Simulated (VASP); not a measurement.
NaF (rock salt) is relaxed at rising pressure, each step from the one before. Symmetry mostly holds the structure type, and other phases were not tried. The mesh follows the cell, and a change of mesh leaves a small step in the series.

Given:

```
NaF
1.0
    0.00000     2.24994     2.24994
    2.24994     0.00000     2.24994
    2.24994     2.24994     0.00000
Na F
1 1
Direct
  0.00000   0.00000   0.00000
  0.50000   0.50000   0.50000
```

Level of theory: LDA (Ceperley-Alder, Perdew-Zunger), VASP's LDA PAW potentials (set 64) (plane waves; VASP). Run with 620 eV cut-off, 10×10×10 Γ-centred mesh, Gaussian smearing of 0.050 eV, potentials Na_pv F.

| P (GPa) | V (Å³/atom) | H − H(0) (eV/atom) | space group | gap on the mesh (eV) | k-mesh |
|---|---|---|---|---|---|
| 0 | 11.39 | 0.000 | Fm-3m | 6.45 | 10×10×10 |
| 5 | (withheld) | (withheld) | Fm-3m | 6.88 | 10×10×10 |
| 10 | 10.09 | 0.670 | Fm-3m | 7.23 | 10×10×10 |
| 20 | 9.32 | 1.277 | Fm-3m | 7.81 | 11×11×11 |
| 30 | 8.78 | 1.843 | Fm-3m | 8.29 | 11×11×11 |
| 45 | (withheld) | (withheld) | Fm-3m | 8.90 | 11×11×11 |

Q: Some entries are withheld; supply them.

A: 
- 45, V (Å³/atom): 8.20
- 45, H − H(0) (eV/atom): 2.639
- 5, V (Å³/atom): 10.63
- 5, H − H(0) (eV/atom): 0.345

Pressures at which the relaxation failed are left out.

The compound is NaF in the rock salt structure.
